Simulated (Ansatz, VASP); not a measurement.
## Cross-check of Y between VASP and Ansatz

One calculation is typed for both programs; each brings its own data sets. How far apart do they land? The structure shown is the end of the Ansatz relaxation below.

Program: Ansatz 0.2.0. Level of theory: plane waves, with VASP 6.6.1 beside it; single point at LDA. Results are calculated unless marked as measured.

### Step 1. The starting structure

Symmetry: P6_3/mmc, No. 194, hexagonal system. Conventional cell: a = 3.513 Å, b = 3.513 Å, c = 5.671 Å, α = 90.00°, β = 90.00°, γ = 120.00°. Nearest to Y lie 12 Y at 3.49 to 3.51 Å.

Structure file:

```cif
data_structure
_symmetry_space_group_name_H-M 'P 1'
_symmetry_Int_Tables_number 1
_cell_length_a 3.5129
_cell_length_b 3.5129
_cell_length_c 5.6708
_cell_angle_alpha 90.000
_cell_angle_beta 90.000
_cell_angle_gamma 120.000
_cell_volume 60.61
loop_
_atom_site_label
_atom_site_type_symbol
_atom_site_fract_x
_atom_site_fract_y
_atom_site_fract_z
_atom_site_occupancy
Y1 Y 0.33333 0.66667 0.25000 1
Y2 Y 0.66667 0.33333 0.75000 1
```

### Step 2. Ansatz: relaxation, LDA

Ansatz runs on its PAW soft_1 files.

This run makes the geometry at which the two programs are then compared.

input.yaml

```yaml
crystal:
  lattice:
    - [3.5227979401, 0.0, 0.0]
    - [-1.76139897, 3.0508325085, 0.0]
    - [0.0, 0.0, 5.6707607206]
  atoms:
    - { symbol: "Y", position: [0.3333333346, 0.6666666654, 0.25] }
    - { symbol: "Y", position: [0.6666666654, 0.3333333346, 0.75] }
kpoints:
  mp_grid: { grid: [15, 15, 8] }
hamiltonian:
  xc: lda
  pseudopotentials: { kind: paw, azcp: { folder: soft_1 }, xc_functional: pbe }
scf:
  occupations: { method: methfessel_paxton, width: 0.2 }
output:
  forces: true
  stress: true
  eigenvalues: true
relax:
  adjacent_minimum: "off"
  f_tol: 0.001
  max_steps: 60
  cell: { stress_tol: 0.01, fix: [c, angles] }
```

Run with:

```
$ ansatz run input.yaml --threads 4 --pin off --max-ram 10240MiB --backend cpu --events-out ev --progress --plain --runs-dir out
```

Numbers of over 12 decimals in the logs are rounded to 6 here.

Output:

```text
Warning: crystal.symmetry: narrowed to the stabiliser of the fixed cell quantities (relax.cell.fix) — unitary ops 24 → 8. The narrowing is safe, since a smaller group never makes results wrong: the run goes on under it, on as many k-points as the starting group would need, or more. Excluded: 16 operations that would move a fixed cell quantity at a test strain (relax.cell.fix fixes c, alpha, beta, gamma). The cell can leave their symmetry as it relaxes.
Engine: ansatz 0.2.0, x86_64-unknown-linux-gnu
Pseudopotentials: kind: paw
Pseudopotential: Y, paw, valence charge 11, recommended cutoff 420 eV (normal), soft_1/Y.paw.azcp
Functional definition: SPW92
  exchange = slater_x
  correlation = pw_c
Crystal: 2 atoms, lattice volume = 60.946 Å³
Basis set: ecut = 420 eV, 1165 PW (Γ)
Bands: 15, of which v1, the nominal top of the filled ones, is band 11 counted from 1 (10 counted from 0)
Symmetry: 8 space group operations
k-points: 320 of 1800
Non-local potential: Y, projectors of the file, l = 0: 3, l = 1: 2, l = 2: 2, l = 3: 1
PAW form: soft (Blöchl's): semilocal exchange-correlation on the pseudo side does not see the compensation charge
PAW frozen core: Y, regenerated for the run's functional, and the local potential with it (the file was generated under x = pbe(κ = 0.804, μ = 0.219515), c = pbe(β = 0.066725))
PAW one-centre angular grid: Y, 590 points (default); XC on 64 Gauss nodes
Initial density: superposition of atomic densities (chi_scale 0.1, normalization cell)
Initial wavefunctions: pseudopotential atomic-orbital guess
Functional: x = slater, c = lda
SCF iter   1: F=—  HF=-7491.189912 eV  |F-HF|=—  |Δ(HF+E_count)|=         —  Δρ=1.19e-2  dr2=1.37e-1  ethr=3.10e-3  ⟨swp⟩=4.4  Hψ=20339  notcnv=0
preconditioner: auto → Kerker (q_TF=auto, 2.302 Å⁻¹)  [metal: Δε(μ)=0.004 eV  Ē_g=2.663 eV  σ=0.200 eV  W_gap=0.02  n_scr=10 (ndim 8)  ℏωp=11.7 eV  f_vac=0.000  D(μ)=4.05/eV (n_scr^D=36)]
SCF iter   2: F=—  HF=-7491.159018 eV  |F-HF|=—  |Δ(HF+E_count)|=   3.09e-2  S|Δr|=    0.00e0  Δρ=7.57e-3  dr2=5.50e-2  ethr=6.24e-4  ⟨swp⟩=1.0  Hψ=7360  notcnv=0
SCF iter   3: F=—  HF=-7491.139934 eV  |F-HF|=—  |Δ(HF+E_count)|=   1.91e-2  S|Δr|=    0.00e0  Δρ=1.02e-3  dr2=6.24e-4  ethr=2.50e-4  ⟨swp⟩=2.9  Hψ=8409  notcnv=0
SCF iter   4: F=—  HF=-7491.139921 eV  |F-HF|=—  |Δ(HF+E_count)|=   1.34e-5  S|Δr|=    0.00e0  Δρ=1.79e-4  dr2=1.66e-5  ethr=2.84e-6  ⟨swp⟩=1.8  Hψ=5477  notcnv=0
SCF iter   5: F=—  HF=-7491.139919 eV  |F-HF|=—  |Δ(HF+E_count)|=   2.31e-6  S|Δr|=    0.00e0  Δρ=3.69e-5  dr2=5.74e-7  ethr=7.57e-8  ⟨swp⟩=2.0  Hψ=8347  notcnv=0
SCF iter   6: F=-7491.139919 eV  HF=-7491.139919 eV  |F-HF|=3.36e-9  |Δ(HF+E_count)|=   8.93e-8  S|Δr|=    0.00e0  Δρ=6.22e-6  dr2=1.49e-8  ethr=4.55e-10  ⟨swp⟩=5.0  Hψ=20297  notcnv=0
SCF 1 converged in 6 iterations: F = -7491.139919 eV  dr2 = 1.49e-8
  greatest PAW one-centre occupation: 0.992 electrons in one spin orbital (limit 2), on the Y atom at site 1 (counted from 0), in its partial waves of l = 0
relax step   1: F+E_penalty+E_count = -7491.13991864 eV  Δ(F+E_penalty+E_count) = +0.000e0 eV  max|allowed force component| = 1.414e-8 eV/Å  Δτ_max = 0.0000 Å  P = -0.895 GPa  Ω = 60.946 Å³  fix = [c, alpha, beta, gamma]  reactions: c -2.148 GPa; gamma -0.000 GPa/rad  (6 SCF iters, dr2 threshold 1.00e-7 eV, accepted)
[...]
relax step   2: F+E_penalty+E_count = -7491.14021019 eV  Δ(F+E_penalty+E_count) = -2.915e-4 eV  max|allowed force component| = 1.271e-8 eV/Å  Δτ_max = 0.0000 Å  P = -0.694 GPa  Ω = 60.645 Å³  energy of the carried Pulay correction = +8.060e-6 eV  fix = [c, alpha, beta, gamma]  reactions: c -2.021 GPa; gamma -0.000 GPa/rad  (3 SCF iters, dr2 threshold 1.81e-7 eV, accepted)
[...]
relax step   3: F+E_penalty+E_count = -7491.14021506 eV  Δ(F+E_penalty+E_count) = -4.872e-6 eV  max|allowed force component| = 7.273e-10 eV/Å  Δτ_max = 0.0000 Å  P = -0.668 GPa  Ω = 60.605 Å³  energy of the carried Pulay correction = +9.117e-6 eV  fix = [c, alpha, beta, gamma]  reactions: c -2.004 GPa; gamma -0.000 GPa/rad  (3 SCF iters, dr2 threshold 2.45e-9 eV, accepted)
[...]
relax step   4: F+E_penalty+E_count = -7491.14020533 eV  Δ(F+E_penalty+E_count) = +9.733e-6 eV  max|allowed force component| = 2.601e-9 eV/Å  Δτ_max = 0.0000 Å  P = -0.668 GPa  Ω = 60.605 Å³  fix = [c, alpha, beta, gamma]  reactions: c -2.004 GPa; gamma -0.000 GPa/rad  stress off target by 4.01e-4 GPa on what of the cell is left free  SCF on the basis re-selected at this cell (its energy is not comparable with the rows above)  (5 SCF iters)
basis re-selected at this cell: Δ(F+E_penalty+E_count) = +9.733e-6 eV, ΔP = +0.000 GPa vs the last step (what re-selecting the basis moved, of the pressure what is left beyond the Pulay correction that the steps carried, after the strain that the cell walked since its last selection, with what the two solves' SCF thresholds leave and, on support functions, any second-order correction that the steps lacked; it is no m [...]
SCF converged after 5 iterations
Stability not checked: this state was not tested for a lower state beside it, because cold or Methfessel-Paxton smearing, or corrected tetrahedra, fill the levels in a way that the test cannot read (fill_not_monotonic; see scf.lower_state_search)
Free energy (F): -7491.140205 eV
Harris-Foulkes:  -7491.140205 eV  (|F-HF|=2.73e-12)
Internal energy: -7491.135838 eV  (E = F + TS)
E sigma→0 (E₀):  -7491.139113 eV
Entropy (-TS):   -0.004367 eV (-2.184 meV/atom)
Fermi energy:    10.081709 eV
--- Per-component energies (eV) ---
  E_band       = -223.359273
  E_kinetic    = 633.702289
  E_local      = -1153.834877  (includes V_loc(G=0)·N_el)
  E_nonlocal   = 62.127483
  E_hartree    = 363.963874
  E_xc         = -354.006641
  E_vxc        = -410.021267  (∫ρ·V_xc dr)
  E_paw        = -5429.677174  (= ΣΔE_a)
  E_vpaw       = -83.260690  (= ΣTr[D̂ρ^β])
  E_aug_tail   = 0.000046  (compensation charges beyond the density's cutoff)
  E_ewald      = -1614.070006
  E_core_change = 0.659170  (= ΣΔE_core)
  E_smearing   = -0.004367  (= −TS)
  E_closure    = -0.000000  (closes the sum)
  Σ components = -7491.140205   (vs F -7491.140205, Δ=0.00e0)
--- Forces (eV/Å), atoms counted from 1 ---
  atom   1  Y     -0.00000000     0.00000000     0.00000000
  atom   2  Y      0.00000000    -0.00000000     0.00000000
  max |Σ_I F_I| component: 1.39e-17 eV/Å
--- Stress (GPa, compression-positive) ---
        0.000401       0.000000       0.000000
        0.000000       0.000401      -0.000000
        0.000000      -0.000000      -2.003794
  P = ⅓ Tr σ = -0.6677 GPa (-6.677 kbar)
--- Band table (eV; the first three rows and the last of 320) ---
  k-point 0: bands = [... 7 lower, -11.9515, 5.3000, 8.0363, 11.0922, 11.8828, 11.8828, 11.9511, 12.4892]
  k-point 1: bands = [... 7 lower, -11.9718, 5.4075, 7.9773, 10.9763, 11.8350, 11.8350, 11.8524, 12.4075]
  k-point 2: bands = [... 7 lower, -11.9827, 5.7180, 7.7594, 10.7785, 11.5877, 11.7639, 11.7639, 12.2138]
  k-point 319: bands = [... 7 lower, -12.1424, 8.2771, 8.2771, 10.0433, 10.0433, 11.6940, 11.6940, 13.0738]
--- Relaxed structure (3 steps of the walk, 3 accepted, 1 SCFs on fresh bases) ---
  F+E_penalty+E_count = -7491.14020533 eV   max|allowed force component| = 2.601e-9 eV/Å   (the final SCF, on the basis selected at the relaxed cell)
  cell:  # Å, volume = 60.6053 Å³
    - [3.512929, -2.8786660316084795e-11, 0.0]
    - [-1.756465, 3.042286, 0.0]
    - [0.0, 0.0, 5.6707607206]
  atoms:
    - { symbol: Y, position: [0.333333, 0.666667, 0.25] }
    - { symbol: Y, position: [0.666667, 0.333333, 0.75] }
```

The column dr2 measures how far the density is from self-consistency, as an energy; F and HF (Harris–Foulkes) agree once it is small.

### Step 3. VASP: single point, LDA, pair 1

The same cell, functional (in two slightly different forms), mesh and smearing now go to VASP, with its own data sets.

Lines of VASP's logs that name or quote its potential files are left out, and so is its time.

INCAR

```
SYSTEM = Y
PREC = Accurate
ENCUT = 500
EDIFF = 1E-06
NELM = 120
ISMEAR = 1
SIGMA = 0.2
LREAL = .FALSE.
ALGO = Normal
GGA = CA
NBANDS = 17
LASPH = .TRUE.
LORBIT = 11
LWAVE = .FALSE.
LCHARG = .FALSE.
ISIF = 2
GGA_COMPAT = .FALSE.
KPAR = 2
```

POSCAR

```
Y
1.0
    3.5129292229      0.0000000000      0.0000000000
   -1.7564646114      3.0422859487      0.0000000000
    0.0000000000      0.0000000000      5.6707607206
Y
2
Direct
    0.3333333331      0.6666666669      0.2500000000
    0.6666666669      0.3333333331      0.7500000000
```

KPOINTS

```
Automatic mesh
0
Gamma
15 15 8
0 0 0
```

PAW data sets: Y_sv (LDA family, release 64).

Run with:

```
$ mpirun -np 2 vasp_std
```

Output:

```text
[banner, memory and clock lines left out]
running    2 mpi-ranks, on    1 nodes
 distrk:  each k-point on    1 cores,    2 groups
 distr:  one band on    1 cores,    1 groups

 POSCAR found type information on POSCAR Y
 POSCAR found :  1 types and       2 ions
 LDA part: xc-table for (Slater(with rela. corr.)+CA(PZ))
 , standard interpolation
 POSCAR, INCAR and KPOINTS ok, starting setup
 FFT: planning ... GRIDC
 FFT: planning ... GRID_SOFT
 FFT: planning ... GRID
 WAVECAR not read
 entering main loop
       N       E                     dE             d eps       ncg     rms          rms(c)
DAV:   1     0.851765117402E+02    0.85177E+02   -0.11249E+04  4598   0.120E+03
DAV:   2    -0.697668680436E+01   -0.92153E+02   -0.90928E+02  5740   0.262E+02
DAV:   3    -0.140978429982E+02   -0.71212E+01   -0.70525E+01  8171   0.437E+01
DAV:   4    -0.142579115754E+02   -0.16007E+00   -0.15998E+00  5448   0.706E+00
DAV:   5    -0.142616969423E+02   -0.37854E-02   -0.37850E-02  6822   0.818E-01    0.344E+01
DAV:   6    -0.139444718951E+02    0.31723E+00   -0.39345E-01  4931   0.398E+00    0.212E+01
DAV:   7    -0.138939696868E+02    0.50502E-01   -0.75843E-01  6449   0.489E+00    0.167E+00
DAV:   8    -0.138816920914E+02    0.12278E-01   -0.11904E-01  5753   0.213E+00    0.441E-01
DAV:   9    -0.138817376537E+02   -0.45562E-04   -0.44574E-03  6334   0.461E-01    0.155E-01
DAV:  10    -0.138817152113E+02    0.22442E-04   -0.45164E-04  6572   0.172E-01    0.533E-02
DAV:  11    -0.138817170959E+02   -0.18846E-05   -0.20499E-05  6417   0.319E-02    0.550E-02
DAV:  12    -0.138817162490E+02    0.84687E-06   -0.57088E-06  5358   0.193E-02
   1 F= -.13881716E+02 E0= -.13880286E+02  d E =-.429142E-02
```

(Part 1 of 2 ends here.)

[Lines on the potential files, build, host, timing and source positions are cut from VASP's logs without a mark.]

[Logs are printed without paths, hosts, clocks, repeated set-up lines and the standing remarks that a program may print on its own settings, such as how far it seeks lower states.]

[Hosts, paths, dates, database ids (printed as entryN), source tags and the programs' standing remarks are cut or masked in the printed files.]
